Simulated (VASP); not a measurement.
An input for Ansatz (written as the equivalent of a VASP run, and not itself run):

Ansatz 0.2 input:
```yaml
crystal:
  lattice:
    - [1.6269000, -2.8178730, 0.0000000]
    - [1.6269000, 2.8178730, 0.0000000]
    - [0.0000000, 0.0000000, 5.2938000]
  atoms:
    - { symbol: Ga, position: [0.6666670, 0.3333330, 0.5000000] }
    - { symbol: Ga, position: [0.3333330, 0.6666670, 0.0000000] }
    - { symbol: N, position: [0.6666670, 0.3333330, 0.8770000] }
    - { symbol: N, position: [0.3333330, 0.6666670, 0.3770000] }
kpoints:
  mp_grid: { grid: [7, 7, 4] }
hamiltonian:
  xc: pbe
  pseudopotentials: { kind: paw }
scf:
  occupations: { method: tetrahedron_uncorrected }
  max_iter: 100
output: { forces: true, stress: true, eigenvalues: true }
```

Write the VASP files for the same calculation (PBE).

This is not unique; one that fits is 
**POSCAR**
```
GaN
1.0
  1.6269000000  -2.8178730000   0.0000000000
  1.6269000000   2.8178730000   0.0000000000
  0.0000000000   0.0000000000   5.2938000000
Ga N
2 2
Direct
  0.6666670000   0.3333330000   0.5000000000
  0.3333330000   0.6666670000   0.0000000000
  0.6666670000   0.3333330000   0.8770000000
  0.3333330000   0.6666670000   0.3770000000
```

**KPOINTS**
```
Automatic mesh
0
Gamma
7 7 4
0 0 0
```

**INCAR**
```
EDIFF  =  1E-6   ! SCF stop (eV)
LREAL  =  .FALSE.   ! projection in real space or not
ENCUT  =  520   ! plane-wave cut-off (eV)
LWAVE  =  .FALSE.
LCHARG  =  .FALSE.
SYSTEM  =  GaN
PREC  =  Accurate
LMAXMIX  =  4
GGA  =  PE
ALGO  =  Normal
ISMEAR  =  -4
NELM  =  100   ! most electronic steps
ISIF  =  2
LASPH  =  .TRUE.   ! aspherical one-centre terms
```

POTCAR, in this order: Ga_d N (PBE.64 set). Program: vasp_std.

Limits of the translation: each code has its own PAW files, so the cut-off isn't converted (ENCUT is set for VASP's; basis.ecutwfc is left out, and Ansatz then takes the one that its files recommend); Ansatz stops its SCF on the density residual and VASP on the energy change (EDIFF).

The compound is GaN in the wurtzite structure. The cell was not relaxed at this level. The run is one of a series of settings (ISMEAR = -4, SIGMA removed against the base run), some of them coarse on purpose.
